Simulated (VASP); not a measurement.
Level of theory: optB88-vdW, VASP's PBE PAW potentials (set 64) (plane waves; VASP 6.6.1).

VASP input:

**POSCAR**
```
PbS
1
    0.0000000000     2.9700000000     2.9700000000
    2.9700000000     0.0000000000     2.9700000000
    2.9700000000     2.9700000000     0.0000000000
Pb S
1 1
Direct
  0.0000000000   0.0000000000   0.0000000000
  0.5000000000   0.5000000000   0.5000000000
```

**KPOINTS**
```
Automatic mesh
0
Gamma
7 7 7
0 0 0
```

**INCAR**
```
AGGAC = 0.0
ALGO = Normal
EDIFF = 1E-6
EDIFFG = -0.01
ENCUT = 520
GGA = BO
IBRION = 2
ISIF = 3
ISMEAR = 0
LASPH = .TRUE.
LCHARG = .FALSE.
LMAXMIX = 4
LREAL = .FALSE.
LUSE_VDW = .TRUE.
LWAVE = .FALSE.
NELM = 100
NSW = 60
PARAM1 = 0.1833333333
PARAM2 = 0.22
PREC = Accurate
SIGMA = 0.05
SYSTEM = PbS
```

POTCAR, in this order: Pb_d S (PBE.64 set). Program: vasp_std.

Energy and stress use the plane-wave basis of the starting cell.

**Question.** What does the run give for the energy per atom (σ→0), volume per atom?

**Answer.** 
The energy per atom (σ→0) is -2.069 eV/atom and the volume per atom is 26.86 Å³/atom.

OSZICAR:
```
...
       N       E                     dE             d eps       ncg     rms          rms(c)
DAV:   1    -0.415606653150E+01   -0.18083E-01   -0.53753E-01   692   0.133E+01    0.765E-01
DAV:   2    -0.414107306097E+01    0.14993E-01   -0.32425E-02   692   0.325E+00    0.262E-01
DAV:   3    -0.413879818886E+01    0.22749E-02   -0.99185E-03   692   0.178E+00    0.687E-02
DAV:   4    -0.413882256966E+01   -0.24381E-04   -0.22563E-04   574   0.139E-01    0.381E-02
DAV:   5    -0.413883424950E+01   -0.11680E-04   -0.38550E-05   680   0.793E-02    0.130E-02
DAV:   6    -0.413883496345E+01   -0.71395E-06   -0.52257E-06   656   0.348E-02
   3 F= -.41388350E+01 E0= -.41388350E+01  d E =-.590140E-02
```

The compound is PbS in the rock salt structure. This run relaxes it. Symmetry was kept, so distortions that lower it aren't found.
